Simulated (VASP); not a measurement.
Given:

```yaml
crystal:
  lattice:
    - [2.32421, -4.02565, 0.00000]
    - [2.32421, 4.02565, 0.00000]
    - [0.00000, 0.00000, 7.55679]
  atoms:
    - { symbol: Mg, position: [0.66667, 0.33333, 0.49974] }
    - { symbol: Mg, position: [0.33333, 0.66667, 0.99974] }
    - { symbol: Te, position: [0.66667, 0.33333, 0.87626] }
    - { symbol: Te, position: [0.33333, 0.66667, 0.37626] }
```

These are revPBE GGA, VASP's PBE PAW potentials (set 64) (plane waves; VASP 6.6.1) values and carry that method's errors. Settings: 520 eV cut-off, 6×6×4 Γ-centred mesh, tetrahedra with Blöchl corrections, potentials Mg Te.

Unless said otherwise, spin-orbit coupling is left out, though it shifts the bands of the heavy elements here.

### Question
What does the run give for the energy per atom (σ→0), band gap (on the k-mesh) with the smallest direct gap where there is one?

### Answer

```json
{
 "band gap (on the k-mesh)": "2.39 eV",
 "smallest direct gap (on the k-mesh)": "2.39 eV",
 "energy per atom (σ→0)": "-3.000 eV/atom"
}
```

The compound is MgTe in the wurtzite structure. It was relaxed first, which changed the volume by +7 %.
